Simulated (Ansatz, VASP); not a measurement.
# Ti: VASP beside Ansatz, part 2 of 2

One calculation is typed for both programs; each brings its own data sets. How far apart do they land? The cell is taken from a series of runs on this material, whose earlier steps may have relaxed, scaled, displaced or heated it; both programs get it as it stands.

VASP 6.6.1 and Ansatz 0.2.0.

So far. Step 5 (VASP: single point, PBEsol, pair 2): The run ends at a pressure of -0.12 GPa, with forces up to 0.28 eV/Å. Step 6 (Ansatz: single point, PBEsol, pair 2): The run ends at a pressure of 0.13 GPa, with forces up to 0.28 eV/Å.

This is not the structure that Ti takes at ambient pressure and room temperature (hexagonal, No. 194); it is a model or a phase of other conditions.

## Step 7: Side by side

The two programs side by side:

```csv
quantity,Ansatz,VASP,difference
pressure (GPa),0.13,-0.12,+0.25
```

Forces (eV/Å; atoms numbered as in POSCAR):

```
atom        Ansatz x, y, z          VASP x, y, z
 Ti1  0.197, -0.197, 0.000  0.196, -0.196, 0.000
 Ti2  -0.197, 0.197, 0.000  -0.196, 0.196, 0.000
```

The forces differ by 0.3 meV/Å r.m.s., which is 0.2 % of the r.m.s. force of 0.160 eV/Å (both taken over all components).

## Step 8: Ansatz: single point, PBEsol, pair 3

With cell and atoms fixed, the geometry can't cause a difference; cores, projectors, grids and the points listed under the comparison can.

The cell is taken from a series of runs on this material, whose earlier steps may have relaxed, scaled, displaced or heated it; both programs get it as it stands.

Input file input.yaml:

```yaml
crystal:
  lattice:
    - [-1.6043018255, 1.6043018255, 1.6043018255]
    - [1.6043018255, -1.6043018255, 1.6043018255]
    - [3.208603651, 3.208603651, 0.0]
  atoms:
    - { symbol: Ti, position: [-0.0308529691, 0.0308529691, 0.0] }
    - { symbol: Ti, position: [0.5308529691, 0.4691470309, 0.5] }
kpoints:
  mp_grid: { grid: [16, 16, 10] }
hamiltonian:
  xc: pbesol
  pseudopotentials: { kind: paw, azcp: { folder: soft_1 }, xc_functional: pbe }
scf:
  occupations: { method: methfessel_paxton, width: 0.2 }
output:
  forces: true
  stress: true
  eigenvalues: true
```

Started as:

```sh
> ansatz run input.yaml --threads 4 --pin off --max-ram 16384MiB --backend cpu --events-out ev --progress --plain --runs-dir out
```

Numbers of over 12 decimals in the logs are rounded to 6 here.

The program printed:

```text
[...]
Crystal: 2 atoms, lattice volume = 33.033 Å³
Basis set: ecut = 420 eV, 649 PW (Γ), exchange–correlation on 40×40×64 points (8 copies of the dense FFT grid, shifted against one another)
Bands: 16, of which v1, the nominal top of the filled ones, is band 12 counted from 1 (11 counted from 0)
Symmetry: 8 space group operations
[...]
k-points: 438 of 2560
[...]
--- Band table (eV; the first three rows and the last of 438) ---
  k-point 0: bands = [... 8 lower, 7.6746, 11.1169, 13.2810, 14.6509, 14.8233, 14.8319, 14.9922, 16.4380]
  k-point 1: bands = [... 8 lower, 7.7645, 11.0913, 13.3026, 14.6056, 14.8005, 14.8159, 14.9047, 16.3362]
  k-point 2: bands = [... 8 lower, 8.0287, 10.9802, 13.3696, 14.4349, 14.4781, 14.7234, 15.1157, 16.2208]
  k-point 437: bands = [... 8 lower, 11.8350, 11.8350, 12.8080, 12.8080, 14.9702, 14.9702, 15.7524, 15.7524]
[key lines of the parts left out:]
SCF converged after 6 iterations
Free energy (F): -4947.653652 eV
Fermi energy:    13.711409 eV
P = ⅓ Tr σ = 0.3285 GPa (3.285 kbar)
```

The run ends at a pressure of 0.33 GPa, with forces up to 0.28 eV/Å.

## Step 9: VASP: single point, PBEsol, pair 3

The same cell, functional, mesh and smearing now go to VASP, with its own data sets.

Input file INCAR:

```
SYSTEM = Ti
PREC = Accurate
ENCUT = 500
EDIFF = 1E-06
NELM = 120
ISMEAR = 1
SIGMA = 0.2
LREAL = .FALSE.
ALGO = Normal
GGA = PS
NBANDS = 18
LASPH = .TRUE.
LORBIT = 11
LWAVE = .FALSE.
LCHARG = .FALSE.
ISIF = 2
GGA_COMPAT = .FALSE.
KPAR = 2
```

Input file POSCAR:

```
Ti
1.0
   -1.6043018255      1.6043018255      1.6043018255
    1.6043018255     -1.6043018255      1.6043018255
    3.2086036510      3.2086036510      0.0000000000
Ti
2
Direct
    0.9691470309      0.0308529691      0.0000000000
    0.5308529691      0.4691470309      0.5000000000
```

Input file KPOINTS:

```
Automatic mesh
0
Gamma
16 16 10
0 0 0
```

PAW data sets: Ti_sv (PBE family, release 64).

Started as:

```sh
> mpirun -np 2 vasp_std
```

The program printed:

```text
[... set-up lines as in an earlier step ...]
 entering main loop
       N       E                     dE             d eps       ncg     rms          rms(c)
DAV:   1     0.240362631364E+03    0.24036E+03   -0.12045E+04 15784   0.161E+03
DAV:   2     0.621457566266E+01   -0.23415E+03   -0.23118E+03 16024   0.449E+02
DAV:   3    -0.179370715620E+02   -0.24152E+02   -0.23868E+02 29666   0.121E+02
DAV:   4    -0.186693510999E+02   -0.73228E+00   -0.73126E+00 18372   0.216E+01
[...]
DAV:  11    -0.165320458733E+02   -0.33629E-05   -0.20534E-04 21280   0.121E-01    0.291E-02
DAV:  12    -0.165320384843E+02    0.73891E-05   -0.16465E-05 19498   0.370E-02    0.554E-03
DAV:  13    -0.165320379994E+02    0.48488E-06   -0.25887E-06 14508   0.115E-02
   1 F= -.16532038E+02 E0= -.16533226E+02  d E =0.356251E-02
```

OUTCAR, selected parts (step 9):

```text
  Total        0.0100279      0.0100279      0.0169444     -0.4058585     -0.0000000      0.0000000
  in kB        0.4863764      0.4863764      0.8218440    -19.6850741     -0.0000000      0.0000000
  external PRESSURE =       0.5981990 kB  Pullay stress =       0.0000000 kB

 POSITION                                       TOTAL-FORCE (eV/Angst)
 -----------------------------------------------------------------------------------
     -1.50531      1.50531      1.60430         0.201830     -0.201830      0.000000
      1.50531      1.70330      1.60430        -0.201830      0.201830      0.000000
 -----------------------------------------------------------------------------------
    total drift:                               -0.000000      0.000000     -0.000000

  FREE ENERGIE OF THE ION-ELECTRON SYSTEM (eV)
  ---------------------------------------------------
  free  energy   TOTEN  =       -16.5320379994 eV

  energy  without entropy=      -16.5356005122  energy(sigma->0) =      -16.53322550

[... 2 parts as in an earlier step ...]

[... 1 further part left out ...]
[key lines of the parts left out:]
E-fermi :   8.4991
```

The run ends at a pressure of 0.06 GPa, with forces up to 0.29 eV/Å.

## Step 10: Differences

Compared:

```csv
quantity,Ansatz,VASP,difference
pressure (GPa),0.33,0.06,+0.27
```

Forces (eV/Å; atoms numbered as in POSCAR):

```
atom        Ansatz x, y, z          VASP x, y, z
 Ti1  0.201, -0.201, 0.000  0.202, -0.202, 0.000
 Ti2  -0.201, 0.201, 0.000  -0.202, 0.202, 0.000
```

The forces differ by 0.9 meV/Å r.m.s., which is 0.6 % of the r.m.s. force of 0.165 eV/Å (both taken over all components).

## Step 11: Results

| Quantity | Value |
| --- | --- |
| r.m.s. force difference (single point, PBEsol, pair 1) | 0.2 meV/Å |
| r.m.s. force difference (single point, PBEsol, pair 2) | 0.28 meV/Å |
| r.m.s. force difference (single point, PBEsol, pair 3) | 0.94 meV/Å |

What this shows: The r.m.s. force difference is 0.94 meV/Å (single point, PBEsol, pair 3), within the 12 meV/Å picked in this series as the mark of a large difference. 5 further pairs of this series are not shown here. Such differences can come from data sets, numerical settings and the points named under the comparisons, not from the functional's error against experiment.

[Lines on the potential files, build, host, timing and source positions are cut from VASP's logs without a mark.]

[Logs are printed without paths, hosts, clocks, repeated set-up lines and the standing remarks that a program may print on its own settings, such as how far it seeks lower states.]

[Hosts, paths, dates, database ids (printed as entryN), source tags and the programs' standing remarks are cut or masked in the printed files.]
